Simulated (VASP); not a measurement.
```
HfB2
1.0
    1.56244    -2.70623     0.00000
    1.56244     2.70623     0.00000
    0.00000     0.00000     3.47391
Hf B
1 2
Cartesian
  1.56244  -2.70623   0.00000
  1.56244   0.90208   1.73696
  1.56244  -0.90208   1.73696
```

Computed with PBE GGA with D3 dispersion (zero damping), VASP's PBE PAW potentials (set 64) (plane waves; VASP 6.6.1). Settings: 520 eV cut-off, 13×13×10 Γ-centred mesh, tetrahedra with Blöchl corrections, potentials Hf_pv B.

The cores are frozen, which limits the accuracy of field gradients.

Question: Give the principal components of the electric field gradient (V/Å²) and the asymmetry η at each nucleus.

Answer: 
```tsv
atom	Vxx	Vyy	Vzz	η
Hf1	-39.2	-39.2	78.4	0.00
B2	-0.9	-0.9	1.8	0.00
B3	-0.9	-0.9	1.8	0.00
```

The compound is HfB2 in the AlB2 type structure. It was relaxed first.
